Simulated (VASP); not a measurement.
# LaRu3 (Fm-3m) in VASP: a series of runs, part 2 of 2

VASP 6.6.1. Earlier steps stand in the parts before.

## Step 4: Single point, PBEsol

This run uses another cell than the first one, of 16.78 Å³/atom, 1.005 times its volume.

The input, INCAR:

```
SYSTEM = LaRu3
  ALGO = Normal
  EDIFF = 1E-6
  ENCUT = 520
  GGA = PS
  ISIF = 2
  ISMEAR = 0
  LASPH = .True.
  LCHARG = .False.
  LREAL = .False.
  LWAVE = .False.
  NBANDS = 34
  NELM = 100
  PREC = Accurate
  SIGMA = 0.05
```

The input, KPOINTS:

```
k-points
0
Gamma
  8 8 8
  0 0 0
```

The input, POSCAR:

```
LaRu3
1.0
    0.0000000000      3.2255245085      3.2255245085
    3.2255245085      0.0000000000      3.2255245085
    3.2255245085      3.2255245085      0.0000000000
La Ru
1 3
Direct
    0.0000000000      0.0000000000      0.0000000000
    0.5000000000      0.5000000000      0.5000000000
    0.2500000000      0.2500000000      0.2500000000
    0.7500000000      0.7500000000      0.7500000000
```

Potentials or basis: VASP PAW PBE potentials, release 64 (La, Ru_pv).

On the command line:

```
> cat potpaw_PBE.64/La/POTCAR potpaw_PBE.64/Ru_pv/POTCAR > POTCAR
> mpirun -np 1 vasp_std > vasp.out
```

OUTCAR:

```text
SYSTEM = LaRu3
   EDIFF = 1E-6
   ENCUT = 520
   GGA = PS
   ISIF = 2
   ISMEAR = 0
   LASPH = .True.
   LREAL = .False.
   NELM = 100
   PREC = Accurate

 ion  position               nearest neighbor table
   1  0.000  0.000  0.000-   4 2.79   4 2.79   4 2.79   3 2.79   4 2.79   3 2.79   3 2.79   3 2.79
                             2 3.23   2 3.23   2 3.23   2 3.23   2 3.23   2 3.23
   2  0.500  0.500  0.500-   3 2.79   3 2.79   3 2.79   3 2.79   4 2.79   4 2.79   4 2.79   4 2.79
                             1 3.23   1 3.23   1 3.23   1 3.23   1 3.23   1 3.23
   3  0.250  0.250  0.250-   1 2.79   1 2.79   1 2.79   1 2.79   2 2.79   2 2.79   2 2.79   2 2.79
                             4 3.23   4 3.23   4 3.23   4 3.23   4 3.23   4 3.23
   4  0.750  0.750  0.750-   2 2.79   2 2.79   2 2.79   1 2.79   2 2.79   1 2.79   1 2.79   1 2.79
                             3 3.23   3 3.23   3 3.23   3 3.23   3 3.23   3 3.23

  LATTYP: Found a face centered cubic cell.
 ALAT       =     6.4510490170

  Lattice vectors:

 A1 = (   0.0000000000,   3.2255245085,   3.2255245085)
 A2 = (   3.2255245085,   0.0000000000,   3.2255245085)
 A3 = (   3.2255245085,   3.2255245085,   0.0000000000)

Analysis of symmetry for initial positions (statically):
=====================================================================
 Subroutine PRICEL returns:
 Original cell was already a primitive cell.

 Routine SETGRP: Setting up the symmetry group for a
 face centered cubic supercell.

 Subroutine GETGRP returns: Found 48 space group operations
 (whereof 48 operations were pure point group operations)
 out of a pool of 48 trial point group operations.

The static configuration has the point symmetry O_h .

Analysis of symmetry for dynamics (positions and initial velocities):
=====================================================================
 Subroutine PRICEL returns:
 Original cell was already a primitive cell.

 Routine SETGRP: Setting up the symmetry group for a
 face centered cubic supercell.

 Subroutine GETGRP returns: Found 48 space group operations
 (whereof 48 operations were pure point group operations)
 out of a pool of 48 trial point group operations.

The dynamic configuration has the point symmetry O_h .

 Subroutine INISYM returns: Found 48 space group operations
 (whereof 48 operations are pure point group operations),
 and found     1 'primitive' translations

----------------------------------------------------------------------------------------

                                     Primitive cell

  volume of cell :      67.1168

  direct lattice vectors                    reciprocal lattice vectors
     0.000000000  3.225524508  3.225524508    -0.155013549  0.155013549  0.155013549
     3.225524508  0.000000000  3.225524508     0.155013549 -0.155013549  0.155013549
     3.225524508  3.225524508  0.000000000     0.155013549  0.155013549 -0.155013549

  length of vectors
     4.561580506  4.561580506  4.561580506     0.268491342  0.268491342  0.268491342

  position of ions in fractional coordinates (direct lattice)
     0.000000000  0.000000000  0.000000000
     0.500000000  0.500000000  0.500000000
     0.250000000  0.250000000  0.250000000
     0.750000000  0.750000000  0.750000000
[... 31 lines left out ...]

 Found     29 irreducible k-points:

 Following reciprocal coordinates:
            Coordinates               Weight
  0.000000  0.000000  0.000000      1.000000
  0.125000  0.000000  0.000000      8.000000
  0.250000  0.000000  0.000000      8.000000
  0.375000  0.000000  0.000000      8.000000
  0.500000  0.000000  0.000000      4.000000
  0.125000  0.125000  0.000000      6.000000
[... 16 lines left out ...]
  0.500000  0.250000  0.125000     48.000000
 -0.375000  0.250000  0.125000     24.000000
 [... further k-points ...]
   k-points           NKPTS =     29   k-points in BZ     NKDIM =     29   number of bands    NBANDS=     34
   number of dos      NEDOS =    301   number of ions     NIONS =      4
   total plane-waves  NPLWV =  46656
   dimension x,y,z NGX =    36 NGY =   36 NGZ =   36
   dimension x,y,z NGXF=    72 NGYF=   72 NGZF=   72
   ions per type =               1   3
   NGX,Y,Z   is equivalent  to a cutoff of  13.12, 13.12, 13.12 a.u.
   NGXF,Y,Z  is equivalent  to a cutoff of  26.24, 26.24, 26.24 a.u.
 SYSTEM =  LaRu3
   PREC   = accura    normal or accurate (medium, high low for compatibility)
   ISTART =      0    job   : 0-new  1-cont  2-samecut
   ICHARG =      2    charge: 1-file 2-atom 10-const
   ISPIN  =      1    spin polarized calculation?
   LNONCOLLINEAR =      F non collinear calculations
   LSORBIT =      F    spin-orbit coupling
   LASPH  =      T    aspherical Exc in radial PAW
   ENCUT  =  520.0 eV  38.22 Ry    6.18 a.u.   8.48  8.48  8.48*2*pi/ulx,y,z
   NELM   =    100;   NELMIN=  2; NELMDL= -5     # of ELM steps
   EDIFF  = 0.1E-05   stopping-criterion for ELM
   LREAL  =      F    real-space projection
   EDIFFG = 0.1E-04   stopping-criterion for IOM
   NSW    =      0    number of steps for IOM
   IBRION =     -1    ionic relax: 0-MD 1-quasi-New 2-CG
   NFREE  =      0    steps in history (QN), initial steepest desc. (CG)
   ISIF   =      2    stress and relaxation
   ISYM   =      2    0-nonsym 1-usesym 2-fastsym
   POTIM  = 0.5000    time-step for ionic-motion
   TEBEG  =    0.0;   TEEND  =   0.0 temperature during run
   PSTRESS=    0.0 pullay stress
   NELECT =      53.0000    total number of electrons
   NUPDOWN=      -1.0000    fix difference up-down
   EMIN   =  10.00;   EMAX   =-10.00  energy-range for DOS
   EFERMI =   0.00;   METHOD = LEGACY
   ISMEAR =     0;   SIGMA  =   0.05  broadening in eV -4-tet -1-fermi 0-gaus
   EFERMI_NEDOS =   21; number of points for ismear=-14 and -15
   IALGO  =     38    algorithm
   IMIX   =      4    mixing-type and parameters
     AMIX     =   0.40;   BMIX     =  1.00
     AMIX_MAG =   1.60;   BMIX_MAG =  1.00
  volume/ion in A,a.u.               =      16.78       113.23
  Fermi-wavevector in a.u.,A,eV,Ry     =   1.513177  2.859490 31.153329  2.289705
  Thomas-Fermi vector in A             =   2.623003
   LORBIT       =      0    0 simple, 1 ext, 2 COOP (PROOUT), +10 PAW based schemes
   GGA     = PS    functional components
   LHFCALC =     F    Hartree Fock is set to
   AEXX    =    0.0000 exact exchange contribution
   IVDW    =     0    specifies the selected vdW correction
   LEPSILON=     F    determine dielectric tensor
   LRPA    =     F    only Hartree local field effects (RPA)
 non-spin polarized calculation
 Gauss-broadening in eV      SIGMA  =   0.05
  energy-cutoff  :      520.00
  volume of cell :       67.12
 maximum number of plane-waves:      1832
 NGX is ok and might be reduce to    36
   NGX = 17   NGY = 17   NGZ = 17

 number of electron      53.0000006 magnetization

 Free energy of the ion-electron system (eV)
  ---------------------------------------------------
  ext. energy  EPLUGINS =         0.00000000
  ---------------------------------------------------
  free energy    TOTEN  =       -33.68061349 eV

  energy without entropy =      -33.66669119  energy(sigma->0) =      -33.67365234

 E-fermi :  11.7733     XC(G=0): -13.0840

 val. band max:       11.7683534278   @ k =   0.3750   0.1250   0.0000
 cond. band min:      11.7750501769   @ k =   0.5000   0.3750   0.0000
 fundamental gap:      0.0066967491
 Fermi energy:        11.7732911945

 k-point     1 :       0.0000    0.0000    0.0000
  band No.  band energies     occupation
      1     -30.7991      2.00000
      2     -30.7991      2.00000
      3     -30.7991      2.00000
      4     -30.6313      2.00000
      5     -30.6313      2.00000
      6     -30.6313      2.00000
[... 877 lines left out ...]
     33      15.4530      0.00000
     34      15.6091      0.00000

 [... further k-points ...]

------------------------ aborting loop because EDIFF is reached ----------------------------------------

  FORCE on cell =-STRESS in cart. coord.  units (eV):
  Direction    XX          YY          ZZ          XY          YZ          ZX
  --------------------------------------------------------------------------------------
  -------------------------------------------------------------------------------------
  Total       -0.3069056     -0.3069056     -0.3069056     -0.0000000     -0.0000000     -0.0000000
  in kB       -7.3262943     -7.3262943     -7.3262943     -0.0000000     -0.0000000     -0.0000000
  external PRESSURE =      -7.3262943 kB  Pullay stress =       0.0000000 kB

 VOLUME and BASIS-vectors are now :
 -----------------------------------------------------------------------------
  energy-cutoff  :      520.00
  volume of cell :       67.12
      direct lattice vectors                 reciprocal lattice vectors
     0.000000000  3.225524508  3.225524508    -0.155013549  0.155013549  0.155013549
     3.225524508  0.000000000  3.225524508     0.155013549 -0.155013549  0.155013549
     3.225524508  3.225524508  0.000000000     0.155013549  0.155013549 -0.155013549

 POSITION                                       TOTAL-FORCE (eV/Angst)
 -----------------------------------------------------------------------------------
      0.00000      0.00000      0.00000        -0.000000     -0.000000      0.000000
      3.22552      3.22552      3.22552        -0.000000     -0.000000      0.000000
      1.61276      1.61276      1.61276        -0.000000     -0.000000     -0.000000
      4.83829      4.83829      4.83829         0.000000      0.000000      0.000000
 -----------------------------------------------------------------------------------
    total drift:                                0.000000      0.000000      0.000000

  FREE ENERGIE OF THE ION-ELECTRON SYSTEM (eV)
  ---------------------------------------------------
  free  energy   TOTEN  =       -33.6806134885 eV

  energy  without entropy=      -33.6666911934  energy(sigma->0) =      -33.67365234
```

stdout:

```text
POSCAR found type information on POSCAR LaRu
 POSCAR found :  2 types and       4 ions
 scaLAPACK will be used
 -----------------------------------------------------------------------------
|                                                                             |
|                                                                             |
|     You enforced a specific xc type in the INCAR file but a different       |
|     I HOPE YOU KNOW WHAT YOU ARE DOING!                                     |
|                                                                             |
 -----------------------------------------------------------------------------

 LDA part: xc-table for (Slater+PW92), standard interpolation
 POSCAR, INCAR and KPOINTS ok, starting setup
 FFT: planning ... GRIDC
 FFT: planning ... GRID_SOFT
 FFT: planning ... GRID
 WAVECAR not read
 entering main loop
```

It took 84 s on 1 thread of Intel Xeon Platinum 8375C at 2.90GHz (Ice Lake), shared host; peak memory 0.24 GiB.

Results:

```yaml
Free_energy: -33.6806 eV
Pressure: -0.7 GPa
Band_gap_on_the_k_mesh: none (metal or under the smearing width)
```

Caveat: the PAW data sets were made with another functional, which shifts forces and pressure a little.

## Step 5: Summary

| cell | gap on the mesh (eV) | pressure (GPa) |
| --- | --- | --- |
| Fm-3m, 16.7 Å³/atom | none | 0.0 |
| Fm-3m, 18.5 Å³/atom | none | -13.9 |
| Fm-3m, 16.78 Å³/atom | none | -0.7 |

Alike in all rows: task single point; level PBEsol; potentials or basis VASP PAW PBE potentials, release 64 (La, Ru_pv); no spin polarisation; k mesh 8 × 8 × 8; cutoff (eV) 520; smearing gaussian 0.05 eV.

Every run on the cell as given and a fine mesh finds a metal.

Caveats: the PAW data sets were made with another functional, which shifts forces and pressure a little.

Total energies depend on the potentials used, so only differences within one code and one set of settings carry meaning.
